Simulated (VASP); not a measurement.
Energy against volume of Ca (fcc). Computed with r2SCAN meta-GGA, VASP's PBE PAW potentials (set 64) (plane waves; VASP).

| V (Å³/atom) | E (eV/atom) |
|---|---|
| 40.623 | -7.02061 |
| 41.919 | -7.02797 |
| 43.216 | -7.03042 |
| 44.512 | -7.02861 |
| 45.809 | -7.02309 |

### Question
Fit a third-order Birch-Murnaghan equation of state.

### Answer

```json
{
 "volume_per_atom": "43.28 Å³/atom",
 "bulk_modulus": "174 kbar",
 "pressure_derivative_of_the_bulk_modulus": "3.66",
 "lattice_constant_a": "5.574 Å"
}
```

Measured: a 5.553 Å at 0 K (computed value off by +0.4 %), as given by Gábor I. Csonka et al., Physical Review B (2009), arXiv:0903.4037 [low-temperature or extrapolated to 0 K; zero-point anharmonic expansion removed].

The compound is Ca in the fcc structure. It was relaxed first.
